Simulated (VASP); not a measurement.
## SiC (relaxed from the zinc blende structure, space group F-43m): computed properties

Computed with PBEsol GGA, VASP's PBE PAW potentials (set 64) (plane waves; VASP).

* **space group**: F-43m (216)
* **cell**: a = b = c = 4.3594 Å, α = β = γ = 90.00°
* **volume per atom**: 10.36 Å³/atom
* **band gap (over mesh and band path)**: 1.23 eV
* **smallest direct gap (over mesh and band path)**: 4.44 eV
* **band-edge character**: indirect, Γ to X
* **density**: 3.21 g/cm³

```cif
data_CSi
_chemical_formula_sum 'Si1 C1'
_space_group_name_H-M_alt 'P 1'
_space_group_IT_number 1
_cell_length_a 3.08253
_cell_length_b 3.08253
_cell_length_c 3.08253
_cell_angle_alpha 60.000
_cell_angle_beta 60.000
_cell_angle_gamma 60.000
loop_
_space_group_symop_operation_xyz
  'x, y, z'
loop_
_atom_site_label
_atom_site_type_symbol
_atom_site_fract_x
_atom_site_fract_y
_atom_site_fract_z
_atom_site_occupancy
Si1 Si 0.00000 0.00000 0.00000 1
C1 C 0.25000 0.25000 0.25000 1
```

The structure was generated: SiC was put into the zinc blende type (F-43m), which need not be its known phase. It was relaxed first. Symmetry was kept, so distortions that lower it aren't found.
